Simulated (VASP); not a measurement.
Data:

```xyz
2
Lattice="2.8095 0.0000 0.0000 0.0000 2.8095 0.0000 0.0000 0.0000 2.8095" Properties=species:S:1:pos:R:3 pbc="T T T"
Ga     1.4048     1.4048     1.4048
Co     0.0000     0.0000     0.0000
```

Computed with LDA (Ceperley-Alder, Perdew-Zunger), VASP's LDA PAW potentials (set 64) (plane waves; VASP 6.6.1). Settings: 400 eV cut-off, Gaussian smearing of 0.050 eV, potentials Ga_d Co.

**Question.** What does the run give for the band gap (along the path) with the smallest direct gap where there is one?

**Answer.** 
The band gap (along the path) is none (metal, semimetal or under 0.01 eV).

The absolute energy has meaning only against runs of the same code, potentials and settings.

The compound is CoGa in the CsCl type structure. It was relaxed first, which changed the volume by -7 %. The run is not spin-polarised, so no magnetic state was tried.
